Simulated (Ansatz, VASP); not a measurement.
One calculation of Si, two programs

File INCAR:

```
PREC = Accurate
ENCUT = 520
EDIFF = 1E-7
ISMEAR = 0
SIGMA = 0.15
LREAL = F
LASPH = T
NELM = 100
ALGO = Normal
ISIF = 2
LWAVE = F
LCHARG = F
GGA = CA
NBANDS = 11
```

The input KPOINTS:

```
Automatic mesh
0
Gamma
  20 20 20
```

File POSCAR:

```
Si
1.0
   -2.5610820889      2.5610820889      1.2229241587
    2.5610820889     -2.5610820889      1.2229241587
    2.5610820889      2.5610820889     -1.2229241587
Si
2
Direct
    0.2500000000      0.7500000000      0.5000000000
    0.5000000000      0.5000000000      0.0000000000
```

Input for Ansatz:

```yaml
crystal:
  lattice:
    - [-2.5610820889, 2.5610820889, 1.2229241587]
    - [2.5610820889, -2.5610820889, 1.2229241587]
    - [2.5610820889, 2.5610820889, -1.2229241587]
  atoms:
    - { symbol: Si, position: [0.25, 0.75, 0.5] }
    - { symbol: Si, position: [0.5, 0.5, 0.0] }
basis:
  ecutwfc: 420
kpoints:
  mp_grid: { grid: [20, 20, 20] }
hamiltonian:
  xc: lda
scf:
  occupations: { method: gaussian, width: 0.15 }
output:
  forces: true
  stress: true
  eigenvalues: true
```

Change from the starting cell: strain +0.080 along x and y, -0.080 along z, atoms carried along.

Alike in both runs: task single point; functional LDA; k mesh 20 × 20 × 20; occupations gaussian, width 0.15 eV; no spin polarisation.

```csv
,VASP,Ansatz
version,VASP 6.6.1,Ansatz 0.2.0
potentials or method,"VASP PAW LDA potentials, release 64 (Si)","scalar-relativistic, plane waves, PAW"
plane-wave cutoff (eV),520,420
valence electrons in the cell,8,8
```

```csv
,VASP,Ansatz,Ansatz less VASP
gap on the k mesh at the Fermi level (eV),none,none,-
pressure (GPa),-5.9,-5.9,-0.05
largest component of the traceless stress (GPa),10.60,10.56,-0.039
```

A gap of «none» marks a metal or a gap that the smearing closes.
